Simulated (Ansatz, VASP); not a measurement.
# Cross-check of Ga2O3 between VASP and Ansatz, part 2 of 2

Aim: how closely do two programs agree when they are given the same cell, functional and k mesh? The cell is taken from a series of runs on this material, whose earlier steps may have relaxed, scaled, displaced or heated it; both programs get it as it stands.

VASP 6.6.1 and Ansatz 0.2.0.

So far: The structure; Ansatz: single point, PBE, pair 1.

### 3. VASP: single point, PBE, pair 1

Level of this step: PBE; plane waves and PAW (Ga_d, O) (VASP).

The same cell, functional, mesh and smearing now go to VASP, with its own data sets.

Lines of VASP's logs that name or quote its potential files are left out, and so is its time.

Input file INCAR:

```
SYSTEM = Ga2O3
PREC = Accurate
ENCUT = 520
EDIFF = 1E-06
NELM = 120
ISMEAR = 0
SIGMA = 0.01
LREAL = .FALSE.
ALGO = Normal
GGA = PE
NBANDS = 54
LORBIT = 11
LWAVE = .FALSE.
LCHARG = .FALSE.
ISIF = 2
LASPH = .TRUE.
GGA_COMPAT = .FALSE.
EFERMI = MIDGAP
KPAR = 2
```

Input file POSCAR:

```
Ga2O3
1.0
    6.1070000000     -1.5185500000      0.0000000000
    6.1070000000      1.5185500000      0.0000000000
   -1.3859890000      0.0000000000      5.6300090000
Ga O
4 6
Direct
    0.0904646247      0.0904646247      0.7949554215
    0.9095353753      0.9095353753      0.2050445785
    0.6584130684      0.6584130684      0.3147554363
    0.3415869316      0.3415869316      0.6852445637
    0.1632964214      0.1632964214      0.1099554205
    0.8367035786      0.8367035786      0.8900445795
    0.1736399172      0.1736399172      0.5638390680
    0.8263600828      0.8263600828      0.4361609320
    0.4959127561      0.4959127561      0.2569531168
    0.5040872439      0.5040872439      0.7430468832
```

Input file KPOINTS:

```
Automatic mesh
0
Gamma
10 10 6
0 0 0
```

The projector-augmented-wave data sets are Ga_d and O (PBE family, release 64).

Run with:

```sh
$ mpirun -np 2 vasp_std
```

Numbers of over 12 decimals in the logs are rounded to 6 here.

The log of the run:

```text
[banner, memory and clock lines left out]
running    2 mpi-ranks, on    1 nodes
 distrk:  each k-point on    1 cores,    2 groups
 distr:  one band on    1 cores,    1 groups

 POSCAR found type information on POSCAR GaO
 POSCAR found :  2 types and      10 ions
 LDA part: xc-table for (Slater+PW92), standard interpolation
 POSCAR, INCAR and KPOINTS ok, starting setup
 FFT: planning ... GRIDC
 FFT: planning ... GRID_SOFT
 FFT: planning ... GRID
 WAVECAR not read
 entering main loop
       N       E                     dE             d eps       ncg     rms          rms(c)
DAV:   1     0.121807987879E+04    0.12181E+04   -0.40243E+04 21896   0.301E+03
DAV:   2     0.199034827941E+03   -0.10190E+04   -0.96255E+03 19152   0.812E+02
DAV:   3    -0.480086082167E+02   -0.24704E+03   -0.23984E+03 21544   0.261E+02
DAV:   4    -0.680531456064E+02   -0.20045E+02   -0.19828E+02 23026   0.807E+01
DAV:   5    -0.687897604807E+02   -0.73661E+00   -0.73506E+00 24126   0.156E+01    0.178E+01
DAV:   6    -0.593514344992E+02    0.94383E+01   -0.32465E+01 34320   0.639E+01    0.485E+00
DAV:   7    -0.595456143078E+02   -0.19418E+00   -0.34617E+00 20608   0.104E+01    0.347E+00
DAV:   8    -0.595301004411E+02    0.15514E-01   -0.54995E-01 27916   0.803E+00    0.130E+00
DAV:   9    -0.594946361343E+02    0.35464E-01   -0.16033E-01 27834   0.552E+00    0.258E-01
DAV:  10    -0.594960683694E+02   -0.14322E-02   -0.23738E-02 26020   0.123E+00    0.164E-01
DAV:  11    -0.594964141025E+02   -0.34573E-03   -0.30736E-03 22378   0.689E-01    0.909E-02
DAV:  12    -0.594964969165E+02   -0.82814E-04   -0.94231E-04 26264   0.475E-01    0.199E-02
DAV:  13    -0.594965092026E+02   -0.12286E-04   -0.15398E-04 28042   0.105E-01    0.859E-03
DAV:  14    -0.594965111956E+02   -0.19930E-05   -0.38932E-05 22816   0.705E-02    0.999E-03
DAV:  15    -0.594965100326E+02    0.11630E-05   -0.66796E-06 23116   0.259E-02    0.364E-03
DAV:  16    -0.594965099927E+02    0.39912E-07   -0.23410E-06 13876   0.138E-02
   1 F= -.59496510E+02 E0= -.59496510E+02  d E =0.000000E+00
```

OUTCAR, selected parts (step 3):

```text
ion  position               nearest neighbor table
   1  0.090  0.090  0.795-   5 1.83  10 1.83  10 1.83   7 1.87
   2  0.910  0.910  0.205-   6 1.83   9 1.83   9 1.83   8 1.87
   3  0.658  0.658  0.315-   9 1.93   5 1.94   5 1.94   8 2.00   7 2.07   7 2.07
   4  0.342  0.342  0.685-  10 1.93   6 1.94   6 1.94   7 2.00   8 2.07   8 2.07
   5  0.163  0.163  0.110-   1 1.83   3 1.94   3 1.94
   6  0.837  0.837  0.890-   2 1.83   4 1.94   4 1.94
   7  0.174  0.174  0.564-   1 1.87   4 2.00   3 2.07   3 2.07
   8  0.826  0.826  0.436-   2 1.87   3 2.00   4 2.07   4 2.07
   9  0.496  0.496  0.257-   2 1.83   2 1.83   3 1.93
  10  0.504  0.504  0.743-   1 1.83   1 1.83   4 1.93

  LATTYP: Found a base centered monoclinic cell.
 ALAT       =    12.2140000000
 B/A-ratio  =     0.2486572785
 C/A-ratio  =     0.4747093728
 COS(beta)  =    -0.2390419160

 Subroutine GETGRP returns: Found  4 space group operations
 (whereof  4 operations were pure point group operations)

The static configuration has the point symmetry C_2h.

 Found    172 irreducible k-points:

   k-points           NKPTS =    172   k-points in BZ     NKDIM =    172   number of bands    NBANDS=     54

   dimension x,y,z NGX =    48 NGY =   48 NGZ =   48
   dimension x,y,z NGXF=    96 NGYF=   96 NGZF=   96

   ENCUT  =  520.0 eV  38.22 Ry    6.18 a.u.  11.70 11.70 10.78*2*pi/ulx,y,z

   NELECT =      88.0000    total number of electrons

 k-points in reciprocal lattice and weights: Automatic mesh
   0.00000000  0.00000000  0.00000000       0.002
   0.10000000  0.00000000 -0.00000000       0.007
   0.20000000  0.00000000 -0.00000000       0.007
   0.30000000 -0.00000000  0.00000000       0.007
   0.40000000  0.00000000 -0.00000000       0.007
   0.50000000 -0.00000000 -0.00000000       0.003
   0.10000000  0.10000000 -0.00000000       0.003
   0.20000000  0.10000000  0.00000000       0.007
   0.30000000  0.10000000  0.00000000       0.007
[...]
-0.40000000  0.40000000  0.50000000       0.003
   0.50000000  0.50000000  0.50000000       0.002

 average (electrostatic) potential at core
       1 -64.3466       2 -64.3466       3 -64.2211       4 -64.2211       5 -69.6682
       6 -69.6682       7 -70.0982       8 -70.0982       9 -69.9538      10 -69.9538

 E-fermi :   5.1147

 k-point     1 :       0.0000    0.0000    0.0000
  band No.  band energies     occupation
    ...
     40       3.2207      2.00000
     41       3.2325      2.00000
     42       3.4276      2.00000
     43       3.6157      2.00000
     44       3.8802      2.00000
     45       6.3262      0.00000
     46       9.6316      0.00000
     47      10.6736      0.00000
     48      10.7032      0.00000
     49      11.7071      0.00000
    ...

 k-point     2 :       0.1000    0.0000   -0.0000
  band No.  band energies     occupation
    ...
     40       2.9500      2.00000
     41       3.0754      2.00000
     42       3.3817      2.00000
     43       3.5583      2.00000
     44       3.8786      2.00000
     45       6.9071      0.00000
     46       9.8132      0.00000
     47      10.8582      0.00000
     48      11.0358      0.00000
     49      12.0237      0.00000
    ...

 k-point     3 :       0.2000    0.0000   -0.0000
  band No.  band energies     occupation
    ...
     40       2.7421      2.00000
     41       2.9014      2.00000
     42       3.2259      2.00000
     43       3.4468      2.00000
     44       3.8672      2.00000
     45       8.0489      0.00000
     46      10.1388      0.00000
     47      10.9876      0.00000
     48      11.8170      0.00000
     49      12.3234      0.00000
    ...

  Total        6.6511701      7.2535360      6.5097031      0.0000000      0.0000000      0.2017426
  in kB      102.0498885    111.2920775     99.8793394      0.0000000      0.0000000      3.0953673
  external PRESSURE =     104.4071018 kB  Pullay stress =       0.0000000 kB

  energy-cutoff  :      520.00
  volume of cell :      104.42
      direct lattice vectors                 reciprocal lattice vectors
     6.107000000 -1.518550000  0.000000000     0.081873260 -0.329261467  0.020155463
     6.107000000  1.518550000  0.000000000     0.081873260  0.329261467  0.020155463
    -1.385989000  0.000000000  5.630009000     0.000000000  0.000000000  0.177619609

 POSITION                                       TOTAL-FORCE (eV/Angst)
 -----------------------------------------------------------------------------------
      0.00314      0.00000      4.47561         0.094057      0.000000      0.007724
     10.82488      0.00000      1.15440        -0.094057      0.000000     -0.007724
      7.60561      0.00000      1.77208        -0.019293      0.000000      0.038262
      3.22240      0.00000      3.85793         0.019293      0.000000     -0.038262
      1.84211      0.00000      0.61905         0.296276      0.000000     -0.047801
      8.98591      0.00000      5.01096        -0.296276      0.000000      0.047801
      1.33936      0.00000      3.17442        -0.071793      0.000000     -0.022443
      9.48865      0.00000      2.45559         0.071793      0.000000      0.022443
      5.70094      0.00000      1.44665         0.125260      0.000000      0.076554
      5.12707      0.00000      4.18336        -0.125260      0.000000     -0.076554
 -----------------------------------------------------------------------------------
    total drift:                                0.000000     -0.000000     -0.000000

  FREE ENERGIE OF THE ION-ELECTRON SYSTEM (eV)
  ---------------------------------------------------
  free  energy   TOTEN  =       -59.4965099927 eV

  energy  without entropy=      -59.4965099927  energy(sigma->0) =      -59.49650999

 total charge
# of ion       s       p       d       tot
------------------------------------------
    1        0.735   0.880  10.284  11.898
    2        0.735   0.880  10.284  11.898
    3        0.659   0.731  10.259  11.648
    4        0.659   0.731  10.259  11.648
    5        1.553   3.524   0.000   5.077
    6        1.553   3.524   0.000   5.077
    7        1.558   3.514   0.000   5.072
    8        1.558   3.514   0.000   5.072
    9        1.550   3.556   0.000   5.106
   10        1.550   3.556   0.000   5.106
--------------------------------------------------
tot         12.109  24.410  41.085  77.604

[... 3 further parts left out ...]
```

The run ends at a pressure of 10.44 GPa, with forces up to 0.30 eV/Å.

### 4. Comparison

Known differences besides the potentials themselves: the cutoff is 420 eV in Ansatz and 520 eV in VASP. Total energies have different zeros and are not compared.

The two programs side by side:

| quantity | Ansatz | VASP | difference |
| --- | --- | --- | --- |
| gap on the k mesh (eV) | 2.438 | 2.423 | +0.015 |

A gap on the mesh is an upper bound, since the band edges may lie between its points.

### 5. VASP: single point, PBE, pair 2

A single point gives forces, pressure and levels at one fixed geometry, so differences don't come from the geometry; what else differs is listed under the comparison.

INCAR is that of step 3.

POSCAR is that of step 3.

KPOINTS is that of step 3.

Run with:

```sh
$ mpirun -np 2 vasp_std
```

The log of the run:

```text
[... set-up lines as in an earlier step ...]
 entering main loop
       N       E                     dE             d eps       ncg     rms          rms(c)
[... 16 cycles as in an earlier step ...]
   1 F= -.59496510E+02 E0= -.59496510E+02  d E =0.000000E+00
```

From OUTCAR (step 5):

```text
[... 6 parts as in an earlier step ...]

[... 1 further part left out ...]
[key lines of the parts left out:]
E-fermi :   5.1147
```

The run ends at a pressure of 10.44 GPa, with forces up to 0.30 eV/Å.

### 6. Ansatz: single point, PBE, pair 2

The same cell, functional, mesh and smearing now go to Ansatz, which takes its cutoff from its data sets.

The cell is taken from a series of runs on this material, whose earlier steps may have relaxed, scaled, displaced or heated it; both programs get it as it stands.

Input file input.yaml:

```yaml
crystal:
  lattice:
    - [6.107, -1.51855, 0.0]
    - [6.107, 1.51855, 0.0]
    - [-1.385989, 0.0, 5.630009]
  atoms:
    - { symbol: Ga, position: [0.0904646247, 0.0904646247, 0.7949554215] }
    - { symbol: Ga, position: [0.9095353753, 0.9095353753, 0.2050445785] }
    - { symbol: Ga, position: [0.6584130684, 0.6584130684, 0.3147554363] }
    - { symbol: Ga, position: [0.3415869316, 0.3415869316, 0.6852445637] }
    - { symbol: O, position: [0.1632964214, 0.1632964214, 0.1099554205] }
    - { symbol: O, position: [0.8367035786, 0.8367035786, 0.8900445795] }
    - { symbol: O, position: [0.1736399172, 0.1736399172, 0.563839068] }
    - { symbol: O, position: [0.8263600828, 0.8263600828, 0.436160932] }
    - { symbol: O, position: [0.4959127561, 0.4959127561, 0.2569531168] }
    - { symbol: O, position: [0.5040872439, 0.5040872439, 0.7430468832] }
kpoints:
  mp_grid: { grid: [10, 10, 6] }
  band_path:
    path:
      - [[0.0, 0.0, 0.0], [-0.2663944, 0.2663944, 0.0]]
      - [[-0.7336056, -0.2663944, 0.0], [-0.5, -0.5, 0.0], [0.0, 0.0, 0.0], [-0.5, -0.5, 0.5], [-0.74186107, -0.25813893, 0.5]]
      - [[-0.25813893, 0.25813893, 0.5], [0.0, 0.0, 0.5], [0.0, 0.0, 0.0]]
      - [[-0.5, 0.0, 0.5], [0.0, 0.0, 0.0], [-0.5, 0.0, 0.0]]
    npoints: 8
hamiltonian:
  xc: pbe
scf:
  occupations: { method: gaussian, width: 0.01 }
  n_extra_bands: 16
output:
  eigenvalues: true
  boltztrap: { nscf_kmesh: [10, 10, 6] }
checkpoint:
  read: start.run
  write: ck
  compress: false
  write_wavefunctions: false
  write_every: 100000
```

Run with:

```sh
$ ansatz run input.yaml --threads 4 --pin off --max-ram 10240MiB --backend cpu --events-out ev --progress --plain --runs-dir out
```

The log of the run:

```text
[...]
Crystal: 10 atoms, lattice volume = 104.423 Å³
Basis set: ecut = 420 eV, 2037 PW (Γ), FFT grids on a1−a2, a2, a3
Bands: 60, of which v1, the nominal top of the filled ones, is band 44 counted from 1 (43 counted from 0)
Symmetry: 4 space group operations
[...]
k-points: 172 of 600
[...]
--- Band table (eV; the first three rows and the last of 172) ---
  k-point 0: bands = [... 40 lower, 7.5628, 7.7530, 7.9381, 8.2058, 10.6645, 13.9763, 15.0166, 15.0446, ... 12 higher]
  k-point 1: bands = [... 40 lower, 7.5844, 7.6168, 7.8870, 7.9891, 11.1421, 14.1049, 14.8850, 15.1498, ... 12 higher]
  k-point 2: bands = [... 40 lower, 7.5882, 7.6721, 7.6985, 7.9419, 12.0936, 13.9447, 14.8361, 15.3258, ... 12 higher]
  k-point 171: bands = [... 40 lower, 7.6067, 7.6134, 7.6250, 8.2163, 13.4571, 13.5905, 14.5054, 14.8374, ... 12 higher]
[key lines of the parts left out:]
SCF converged after 2 iterations
Free energy (F): -18539.965374 eV
Fermi energy:    9.445532 eV
```

### 7. Comparison

Both answers:

| quantity | Ansatz | VASP | difference |
| --- | --- | --- | --- |
| gap on the k mesh (eV) | 2.438 | 2.423 | +0.015 |

A gap on the mesh is an upper bound, since the band edges may lie between its points.

### 8. Summary of results

```json
{
 "difference in gap on the k mesh (single point, PBE, pair 1)": "0.015 eV",
 "difference in gap on the k mesh (single point, PBE, pair 2)": "0.015 eV"
}
```

The difference in gap on the k mesh is 0.015 eV (single point, PBE, pair 1), within the 0.08 eV picked in this series as the mark of a large difference. Such differences can come from data sets, numerical settings and the points named under the comparisons, not from the functional's error against experiment.

[Lines on the potential files, build, host, timing and source positions are cut from VASP's logs without a mark.]

[Logs are printed without paths, hosts, clocks, repeated set-up lines and the standing remarks that a program may print on its own settings, such as how far it seeks lower states.]

[Hosts, paths, dates, database ids (printed as entryN), source tags and the programs' standing remarks are cut or masked in the printed files.]
